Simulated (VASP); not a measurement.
Data:

```
CELL_PARAMETERS angstrom
      1.82017    -3.15263     0.00000
      1.82017     3.15263     0.00000
      0.00000     0.00000     7.21940
ATOMIC_POSITIONS crystal
  Zr 0.00000 0.00000 0.00000
  S  0.33333 0.66667 0.19998
  S  0.66667 0.33333 0.80002
```

Method: AM05 GGA, VASP's PBE PAW potentials (set 64) (plane waves; VASP). Settings: 520 eV cut-off, 6×6×3 Γ-centred mesh, Gaussian smearing of 0.050 eV, potentials Zr_sv S.

Without a dispersion term in the relaxation, distances and binding between the weakly bound layers, chains or molecules are unreliable, and so is what depends on them.

Q: Predict the energy per atom (σ→0).

A: 
```yaml
energy per atom (σ→0): -7.277 eV/atom
```

Only differences to runs with the same potentials and settings are physical.

The compound is ZrS2 in the 1T layered structure. It was relaxed first, which changed the volume by +23 %. The start is the result of an earlier pass.
